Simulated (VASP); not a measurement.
```
CELL_PARAMETERS angstrom
      3.06623     0.00000     0.00000
     -1.53312     2.65544     0.00000
      0.00000     0.00000     8.56601
ATOMIC_POSITIONS crystal
  W  0.33333 0.66667 0.03789
  W  0.66667 0.33333 0.53789
  Se 0.33333 0.66667 0.33711
  Se 0.66667 0.33333 0.83711
```

Calculation: PBEsol GGA, VASP's PBE PAW potentials (set 64) (plane waves; VASP). Settings: 400 eV cut-off, 13×13×4 Γ-centred mesh, tetrahedra with Blöchl corrections, potentials W_sv Se.

The cores are frozen, which limits the accuracy of field gradients.

Q: Give the principal components of the electric field gradient (V/Å²) and the asymmetry η at each nucleus.

A: 
| atom | Vxx | Vyy | Vzz | η |
|---|---|---|---|---|
| W1 | 2.3 | 2.3 | -4.6 | 0.00 |
| W2 | 2.3 | 2.3 | -4.6 | 0.00 |
| Se3 | 9.4 | 9.4 | -18.8 | 0.00 |
| Se4 | 9.4 | 9.4 | -18.8 | 0.00 |

The structure was generated: WSe was put into the wurtzite type (P6_3mc), which need not be its known phase. It was relaxed first, which changed the volume by -50 %.
